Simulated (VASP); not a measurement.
Consider the following.

```
ZnSe
1.0
    0.00000     2.79237     2.79237
    2.79237     0.00000     2.79237
    2.79237     2.79237     0.00000
Zn Se
1 1
Direct
  0.00000   0.00000   0.00000
  0.25000   0.25000   0.25000
```

Calculation: rev-vdW-DF2, VASP's PBE PAW potentials (set 64) (plane waves; VASP). Numerical set-up: 520 eV cut-off, 8×8×8 Γ-centred mesh, Gaussian smearing of 0.050 eV, potentials Zn Se.

Question: What does the run give for the energy per atom (σ→0), pressure, band gap (on the k-mesh) with the smallest direct gap where there is one?

Answer: 
```yaml
band gap (on the k-mesh): 1.35 eV
smallest direct gap (on the k-mesh): 1.35 eV
energy per atom (σ→0): -0.922 eV/atom
pressure: 4.24 GPa
```

Total energies compare only between runs with the same potentials, cut-off and functional.

The compound is ZnSe in the zinc blende structure. This cell is one point of a volume scan, at 0.94 of the reference volume.
